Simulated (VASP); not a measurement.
Wanted: the native input for a VASP 6.6.1 run.

| Item | Value |
| --- | --- |
| Task | single point |
| Functional | PBE |
| Potentials or basis | VASP PAW PBE potentials, release 64 (Rh_pv) |
| Cutoff | 520 eV |
| k mesh | 18 × 18 × 18 |
| Occupations | methfessel-paxton, width 0.2 eV |
| Spin | no spin polarisation |
| Further INCAR settings | ALGO = Fast; EDIFF = 1e-07 |

The structure of Rh lies in POSCAR:

```
Rh                                      
1.0
    0.0000000000      1.8954778026      1.8954778026
    1.8954778026      0.0000000000      1.8954778026
    1.8954778026      1.8954778026      0.0000000000
  Rh            
     1
Direct
     0.0000000000000000    0.0000000000000000    0.0000000000000000
```

The cell isn't the ideal one: a relaxed cell with its volume scaled by 0.97.

These files were run (other wordings do the same):

INCAR

```
  PREC = Accurate
  ENCUT = 520
  EDIFF = 1E-7
  ISMEAR = 1
  SIGMA = 0.2
  LREAL = False
  LASPH = True
  NELM = 80
  ALGO = Fast
  ISIF = 2
  LWAVE = False
  LCHARG = False
  GGA = PE
```

KPOINTS

```
Automatic mesh
0
Gamma
  18 18 18
```

Potentials or basis: VASP PAW PBE potentials, release 64 (Rh_pv).

Command:

```sh
$ cat potpaw_PBE.64/Rh_pv/POTCAR > POTCAR
$ mpirun -np 1 vasp_std > vasp.out
```

It gave:

```yaml
Pressure: 8.5 GPa
Band_gap_on_the_k_mesh: none (metal or under the smearing width)
```

It took 22 s on 1 thread of Intel(R) Xeon(R) Platinum 8375C CPU @ 2.90GHz (Ice Lake), on a shared host, peak memory 0.15 GiB.
